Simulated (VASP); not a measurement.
Method: PBE GGA, VASP's PBE PAW potentials (set 64) (plane waves; VASP).

Input for VASP

### POSCAR
```
MoSe
1
   -1.6751160000     1.6751160000     5.6711170000
    1.6751160000    -1.6751160000     5.6711170000
    1.6751160000     1.6751160000    -5.6711170000
Mo Se
2 2
Direct
  0.7500000000   0.7500000000   0.0000000000
  0.5000000000   0.0000000000   0.5000000000
  0.1660000000   0.1660000000   0.0000000000
  0.9160000000   0.4160000000   0.5000000000
```

KPOINTS:
```
Automatic mesh
0
Gamma
5 5 5
0 0 0
```

### INCAR
```
! general
SYSTEM   =  MoSe
PREC     =  Accurate
ENCUT    =  300   ! plane-wave cut-off (eV)
LREAL    =  .FALSE.
LASPH    =  .TRUE.   ! aspherical one-centre terms

! electronic loop
EDIFF    =  1E-6   ! SCF stop (eV)
NELM     =  100   ! most electronic steps
ALGO     =  Normal   ! blocked Davidson
LMAXMIX  =  4

! smearing
ISMEAR   =  -1
SIGMA    =  0.1   ! width (eV)

! functional
GGA      =  PE

! ions
ISIF     =  2   ! forces and stress, cell fixed

! output
LWAVE    =  .FALSE.
LCHARG   =  .FALSE.
```

POTCAR, in this order: Mo_sv Se (PBE.64 set). Program: vasp_std.

At this cut-off the stress carries a Pulay error, which pulls relaxed volumes low.

Question: Estimate the energy per atom (σ→0), pressure, band gap (on the k-mesh).

Answer: 
| Quantity | Value |
|---|---|
| energy per atom (σ→0) | -7.065 eV/atom |
| band gap (on the k-mesh) | none (metal, semimetal or under 0.01 eV) |
| pressure | 12.12 GPa |

### OSZICAR
```
...
DAV:   7    -0.283327301444E+02    0.51517E-01   -0.32579E-01  1032   0.321E+00    0.466E+00
DAV:   8    -0.283209580098E+02    0.11772E-01   -0.56908E-02  1056   0.149E+00    0.374E-01
DAV:   9    -0.283206955363E+02    0.26247E-03   -0.36730E-03  1136   0.310E-01    0.142E-01
DAV:  10    -0.283207279246E+02   -0.32388E-04   -0.47115E-04  1056   0.164E-01    0.478E-02
DAV:  11    -0.283207258720E+02    0.20526E-05   -0.33074E-05  1056   0.428E-02    0.138E-02
DAV:  12    -0.283207270846E+02   -0.12127E-05   -0.38447E-06   848   0.110E-02    0.465E-03
DAV:  13    -0.283207267356E+02    0.34910E-06   -0.30994E-07   560   0.332E-03
   1 F= -.28320727E+02 E0= -.28260203E+02  d E =-.121048E+00
```

The structure was generated: MoSe was put into an ordered model structure, which need not be its known phase. The cell was not relaxed at this level. The k-mesh is coarse (spacing up to 0.53 per Å, 2π included), so the numbers may not be converged in it.
